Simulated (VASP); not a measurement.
Calculation: PBE GGA, VASP's PBE PAW potentials (set 64) (plane waves; VASP 6.6.1).

VASP input:

### KPOINTS
```
K-points
0
Monkhorst Pack
 6 6 6
```

### POSCAR
```
NiSi2
1
    0.0000000000     2.7730300000     2.7697730000
    2.7641380000     0.0000000000     2.7697730000
    2.7641380000     2.7730300000     0.0000000000
Si Ni
2 1
Direct
  0.2500000000   0.2500000000   0.2500000000
  0.7500000000   0.7500000000   0.7500000000
 -0.0072690000   0.0072690000   0.0072690000
```

### INCAR
```
! general
SYSTEM  = NiSi2
PREC    = Accurate
ENCUT   = 400   ! plane-wave cut-off (eV)
LREAL   = .FALSE.   ! projection in real space or not
LASPH   = .TRUE.

! electronic loop
EDIFF   = 1E-6   ! SCF stop (eV)
NELM    = 100   ! most electronic steps
ALGO    = Normal   ! blocked Davidson
LMAXMIX = 4

! smearing
ISMEAR  = 1
SIGMA   = 0.1

! functional
GGA     = PE   ! PBE

! ions
ISIF    = 2   ! forces and stress, cell fixed

! output
LWAVE   = .FALSE.
LCHARG  = .FALSE.
```

POTCAR, in this order: Si Ni (PBE.64 set). Program: vasp_std.

What VASP printed:

### OSZICAR
```
       N       E                     dE             d eps       ncg     rms          rms(c)
DAV:   1     0.612277049767E+02    0.61228E+02   -0.66796E+03  2832   0.113E+03
DAV:   2    -0.157195666084E+02   -0.76947E+02   -0.71970E+02  2928   0.224E+02
DAV:   3    -0.191966424609E+02   -0.34771E+01   -0.33876E+01  3619   0.536E+01
DAV:   4    -0.192647173297E+02   -0.68075E-01   -0.68015E-01  3318   0.738E+00
DAV:   5    -0.192667320925E+02   -0.20148E-02   -0.20141E-02  3649   0.130E+00    0.158E+01
DAV:   6    -0.246369224373E+02   -0.53702E+01   -0.56123E+01  2954   0.184E+02    0.267E+01
DAV:   7    -0.174819314404E+02    0.71550E+01   -0.16296E+01  3353   0.114E+02    0.430E+00
DAV:   8    -0.173411597304E+02    0.14077E+00   -0.23839E+00  4074   0.265E+01    0.227E+00
DAV:   9    -0.173111373088E+02    0.30022E-01   -0.23322E-01  3551   0.826E+00    0.543E-01
DAV:  10    -0.173105398278E+02    0.59748E-03   -0.52543E-03  4097   0.110E+00    0.301E-01
DAV:  11    -0.173105950266E+02   -0.55199E-04   -0.83384E-04  3342   0.335E-01    0.345E-02
DAV:  12    -0.173106298539E+02   -0.34827E-04   -0.50044E-05  3463   0.855E-02    0.236E-02
DAV:  13    -0.173106334831E+02   -0.36293E-05   -0.32140E-05  3253   0.108E-01    0.100E-02
DAV:  14    -0.173106339846E+02   -0.50144E-06   -0.19022E-06  2895   0.121E-02
   1 F= -.17310634E+02 E0= -.17310530E+02  d E =-.310934E-03
```

**OUTCAR**
```
------------------------ aborting loop because EDIFF is reached ----------------------------------------
  FORCE on cell =-STRESS in cart. coord.  units (eV):
  Direction    XX          YY          ZZ          XY          YZ          ZX
  --------------------------------------------------------------------------------------
  Total       -1.7887767     -1.8422009     -1.8167728      0.0000000      0.0000000      0.0000000
  in kB      -67.4960318    -69.5118913    -68.5524132      0.0000000      0.0000000      0.0000000
  external PRESSURE =     -68.5201121 kB  Pullay stress =       0.0000000 kB
  volume of cell :       42.46
      direct lattice vectors                 reciprocal lattice vectors
     0.000000000  2.773030000  2.769773000    -0.180888219  0.180308183  0.180520209
     2.764138000  0.000000000  2.769773000     0.180888219 -0.180308183  0.180520209
     2.764138000  2.773030000  0.000000000     0.180888219  0.180308183 -0.180520209
 POSITION                                       TOTAL-FORCE (eV/Angst)
 -----------------------------------------------------------------------------------
      1.38207      1.38651      1.38489         0.148408     -0.000000     -0.000000
      4.14621      4.15954      4.15466         0.148408      0.000000      0.000000
      0.04019      2.77303      2.76977        -0.296815      0.000000      0.000000
 -----------------------------------------------------------------------------------
    total drift:                               -0.000253     -0.000002     -0.000002
  FREE ENERGIE OF THE ION-ELECTRON SYSTEM (eV)
  ---------------------------------------------------
  free  energy   TOTEN  =       -17.3106339846 eV

  energy  without entropy=      -17.3103230510  energy(sigma->0) =      -17.31053034
```
(Selected blocks of OUTCAR.)

The compound is NiSi2 in the fluorite structure. The cell was not relaxed at this level, atoms are displaced from their ideal sites. The k-mesh is coarse (spacing up to 0.33 per Å, 2π included), so the numbers may not be converged in it. The run is one of a series of settings (KPOINTS 6×6×6 Monkhorst-Pack mesh against the base run), some of them coarse on purpose. The run is not spin-polarised, so no magnetic state was tried.
